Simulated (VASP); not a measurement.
Ta:

```
Ta
1.0
    -1.66000    1.66000    1.66000
     1.66000   -1.66000    1.66000
     1.66000    1.66000   -1.66000
Ta
1
Direct
  0.00000 0.00000 0.00000
```

The cell was built by a generator and needn't be a form met in nature.

Base run:

| Property | Result |
| --- | --- |
| Program | VASP 6.6.1 |
| Functional | PBEsol |
| Potentials or basis | VASP PAW PBE potentials, release 64 (Ta_pv) |
| Cutoff | 520 eV |
| k mesh | 22 × 22 × 22 |
| Occupations | methfessel-paxton, width 0.1 eV |
| Spin | no spin polarisation |

Its results: band gap on the k mesh none (metal or under the smearing width); pressure -6.7 GPa.

**Question.** The run is repeated on the same cell with these changes: functional from PBEsol to LDA; potentials or basis from VASP PAW PBE potentials, release 64 (Ta_pv) to VASP PAW LDA potentials, release 64 (Ta_pv). What comes out?

**Answer.** Band gap on the k mesh none (metal or under the smearing width); pressure -11.2 GPa.

Caveats: the PAW data sets were made with another functional, which shifts forces and pressure a little (some runs).
